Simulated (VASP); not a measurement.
OSZICAR of a VASP run on Pd2YbSi2 (space group I4/mmm):

**OSZICAR**
```
       N       E                     dE             d eps       ncg     rms          rms(c)
DAV:   1     0.229600884023E+03    0.22960E+03   -0.15866E+04  3344   0.340E+03
DAV:   2    -0.711348264988E+01   -0.23671E+03   -0.22658E+03  2840   0.463E+02
DAV:   3    -0.300988671745E+02   -0.22985E+02   -0.22331E+02  2744   0.952E+01
DAV:   4    -0.334951518314E+02   -0.33963E+01   -0.33596E+01  4272   0.301E+01
DAV:   5    -0.336262577977E+02   -0.13111E+00   -0.13097E+00  3584   0.674E+00    0.378E+01
DAV:   6    -0.335624395231E+02    0.63818E-01   -0.19967E+01  3344   0.763E+01    0.455E+01
DAV:   7    -0.317353048136E+02    0.18271E+01   -0.50214E+00  3088   0.882E+01    0.185E+01
DAV:   8    -0.318092609914E+02   -0.73956E-01   -0.23189E+00  3112   0.154E+01    0.114E+01
DAV:   9    -0.330689921521E+02   -0.12597E+01   -0.76036E+00  2984   0.622E+01    0.966E+00
DAV:  10    -0.318774504524E+02    0.11915E+01   -0.13190E+00  2880   0.646E+01    0.841E+00
DAV:  11    -0.319801262667E+02   -0.10268E+00   -0.26059E-01  3712   0.426E+00    0.857E+00
DAV:  12    -0.318633080338E+02    0.11682E+00   -0.54239E-02  3672   0.556E+00    0.910E+00
DAV:  13    -0.318991449331E+02   -0.35837E-01   -0.96524E-03  3976   0.168E+00    0.919E+00
DAV:  14    -0.318725588689E+02    0.26586E-01   -0.37032E-03  3784   0.126E+00    0.905E+00
DAV:  15    -0.319370672905E+02   -0.64508E-01   -0.13908E+00  3320   0.303E+01    0.895E+00
DAV:  16    -0.317438347049E+02    0.19323E+00   -0.16781E-01  3672   0.553E+00    0.617E+00
DAV:  17    -0.317337474301E+02    0.10087E-01   -0.27526E-02  3360   0.743E-01    0.604E+00
DAV:  18    -0.317344876774E+02   -0.74025E-03   -0.26590E-03  3384   0.623E-01    0.603E+00
DAV:  19    -0.316932398491E+02    0.41248E-01   -0.32491E-03  3744   0.140E+00    0.525E+00
DAV:  20    -0.316409623742E+02    0.52277E-01   -0.14614E-02  3920   0.245E+00    0.396E+00
DAV:  21    -0.316228162880E+02    0.18146E-01   -0.89313E-03  4224   0.168E+00    0.338E+00
DAV:  22    -0.316139363851E+02    0.88799E-02   -0.55680E-03  3576   0.104E+00    0.288E+00
DAV:  23    -0.316076024339E+02    0.63340E-02   -0.14437E-02  3592   0.260E+00    0.284E+00
DAV:  24    -0.316061850682E+02    0.14174E-02   -0.39068E-03  3424   0.413E-01    0.285E+00
DAV:  25    -0.316062287386E+02   -0.43670E-04   -0.48594E-04  3208   0.872E-02    0.288E+00
DAV:  26    -0.316066855103E+02   -0.45677E-03   -0.32836E-05  3312   0.135E-01    0.293E+00
DAV:  27    -0.316083793336E+02   -0.16938E-02   -0.58098E-04  3744   0.530E-01    0.303E+00
DAV:  28    -0.316085383388E+02   -0.15901E-03   -0.12563E-04  3144   0.556E-02    0.304E+00
DAV:  29    -0.316079479633E+02    0.59038E-03   -0.27373E-05  3480   0.119E-01    0.301E+00
DAV:  30    -0.316089623561E+02   -0.10144E-02   -0.83059E-05  3384   0.208E-01    0.299E+00
DAV:  31    -0.316091354296E+02   -0.17307E-03   -0.33177E-03  3288   0.129E+00    0.278E+00
DAV:  32    -0.316101719789E+02   -0.10365E-02   -0.35022E-03  3416   0.142E+00    0.288E+00
DAV:  33    -0.316087426237E+02    0.14294E-02   -0.95194E-04  4048   0.486E-01    0.282E+00
DAV:  34    -0.316079083384E+02    0.83429E-03   -0.20746E-04  3952   0.175E-01    0.266E+00
DAV:  35    -0.316047360475E+02    0.31723E-02   -0.23214E-03  3184   0.135E+00    0.203E+00
DAV:  36    -0.316039068171E+02    0.82923E-03   -0.64532E-04  3376   0.401E-01    0.186E+00
DAV:  37    -0.316043310452E+02   -0.42423E-03   -0.41797E-04  3584   0.481E-01    0.173E+00
DAV:  38    -0.316043843509E+02   -0.53306E-04   -0.28266E-04  3672   0.382E-01    0.137E+00
DAV:  39    -0.316040768428E+02    0.30751E-03   -0.22834E-04  3512   0.131E-01    0.109E+00
DAV:  40    -0.316037794501E+02    0.29739E-03   -0.30373E-04  3200   0.163E-01    0.830E-01
DAV:  41    -0.316039061802E+02   -0.12673E-03   -0.20963E-04  3536   0.230E-01    0.558E-01
DAV:  42    -0.316041605064E+02   -0.25433E-03   -0.14262E-04  3648   0.232E-01    0.425E-01
DAV:  43    -0.316042936556E+02   -0.13315E-03   -0.68588E-05  3960   0.151E-01    0.366E-01
DAV:  44    -0.316043036124E+02   -0.99569E-05   -0.42388E-05  3864   0.109E-01    0.365E-01
DAV:  45    -0.316043427647E+02   -0.39152E-04   -0.28826E-05  3384   0.675E-02    0.383E-01
DAV:  46    -0.316043605848E+02   -0.17820E-04   -0.10878E-05  2632   0.301E-02    0.392E-01
DAV:  47    -0.316043648094E+02   -0.42246E-05   -0.46826E-06  2472   0.417E-02    0.390E-01
DAV:  48    -0.316043740612E+02   -0.92518E-05   -0.36102E-06  2648   0.287E-02    0.396E-01
DAV:  49    -0.316044019591E+02   -0.27898E-04   -0.79939E-06  2488   0.607E-02    0.365E-01
DAV:  50    -0.316044129380E+02   -0.10979E-04   -0.14185E-05  2704   0.886E-02    0.341E-01
DAV:  51    -0.316044307173E+02   -0.17779E-04   -0.97751E-06  3504   0.444E-02    0.403E-01
DAV:  52    -0.316044293107E+02    0.14066E-05   -0.47760E-06  2240   0.482E-02    0.391E-01
DAV:  53    -0.316044316099E+02   -0.22992E-05   -0.11605E-06  1464   0.256E-02    0.385E-01
DAV:  54    -0.316044343461E+02   -0.27362E-05   -0.14618E-06  1592   0.148E-02    0.369E-01
DAV:  55    -0.316044336908E+02    0.65532E-06   -0.11202E-06  1640   0.102E-02
   1 F= -.31604434E+02 E0= -.31516617E+02  d E =-.175633E+00  mag=    -0.0129
```

Question: Which electronic solver shows in the log?

Answer: It is blocked Davidson (ALGO = Normal, or the opening steps of other solvers). The INCAR had ALGO = Normal.

Question: How was spin treated?

Answer: Collinear spin (ISPIN = 2): the summary line carries one mag value, -0.01 μB in the cell.

Question: Can the final energy be trusted as converged?

Answer: Self-consistency was reached. It stopped with EDIFF = 1E-6, NELM = 100 (PBEsol GGA, plane waves, VASP's PBE PAW potentials (set 64)).

The structure comes from a measured Pd2YbSi2 entry of the Crystallography Open Database, whose conditions weren't checked. The cell was not relaxed at this level, and its volume differs by -5.9 % from the start's. The k-mesh is coarse (spacing up to 0.44 per Å, 2π included), so the numbers may not be converged in it.
